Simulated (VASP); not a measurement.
Set up this calculation in VASP 6.6.1, as the native input.

```
Task                   : electron localisation function
Functional             : PBE
Potentials or basis    : VASP PAW PBE potentials, release 64 (Cl, Ga_d)
Cutoff                 : 520 eV
k mesh                 : 1 × 1 × 1
Occupations            : gaussian, width 0.01 eV
Spin                   : no spin polarisation
Further INCAR settings : ALGO = Normal; EDIFF = 1e-06
```

The structure of Cl3Ga lies in POSCAR:

```
GaCl3
1.0
   11.0000000000      0.0000000000      0.0000000000
    0.0000000000     13.0000000000      0.0000000000
    0.0000000000      0.0000000000     13.0000000000
Cl Ga
3 1
Direct
    0.5739727300      0.5462115400      0.6202538500
    0.4869727300      0.3641807700      0.4187846200
    0.4283909100      0.6390500000      0.3849769200
    0.4964363600      0.5164807700      0.4746692300
```

The input as run:

INCAR

```
PREC = Accurate
ENCUT = 520
EDIFF = 1E-6
ISMEAR = 0
SIGMA = 0.01
LREAL = False
LASPH = True
NELM = 60
ALGO = Normal
ISIF = 2
LWAVE = False
LCHARG = True
GGA = PE
LELF = True
```

KPOINTS

```
Automatic mesh
0
Gamma
  1 1 1
```

Potentials or basis: VASP PAW PBE potentials, release 64 (Cl, Ga_d).

The run is started by

```sh
$ cat potpaw_PBE.64/Cl/POTCAR potpaw_PBE.64/Ga_d/POTCAR > POTCAR
$ mpirun -np 1 vasp_gam > vasp.out
```

Results of the run:

```yaml
Largest_force: 0.136 eV/Å
Gap_between_the_frontier_levels: 4.92 eV
```

Wall time 100 s on 1 thread of Intel(R) Xeon(R) 6975P-C (Granite Rapids) (shared host), peak memory 1.3 GiB.
